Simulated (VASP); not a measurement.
Given:

```xyz
3
Lattice="0.0000 3.0884 3.0884 3.0884 0.0000 3.0884 3.0884 3.0884 0.0000" Properties=species:S:1:pos:R:3 pbc="T T T"
Ba     0.0000     0.0000     0.0000
F      1.5442     1.5442     1.5442
F      4.6327     4.6327     4.6327
```

Computed with PBEsol GGA, VASP's PBE PAW potentials (set 64) (plane waves; VASP). Settings: 530 eV cut-off, 6×6×6 Γ-centred mesh, Gaussian smearing of 0.050 eV, potentials Ba_sv F.

Q: Predict the energy per atom (σ→0).

A: 
```
Quantity                        Value
---------------------  --------------
energy per atom (σ→0)  -5881 meV/atom
```

Only differences to runs with the same potentials and settings are physical.

The compound is BaF2 in the fluorite structure. It was relaxed first. The start is the result of an earlier pass.
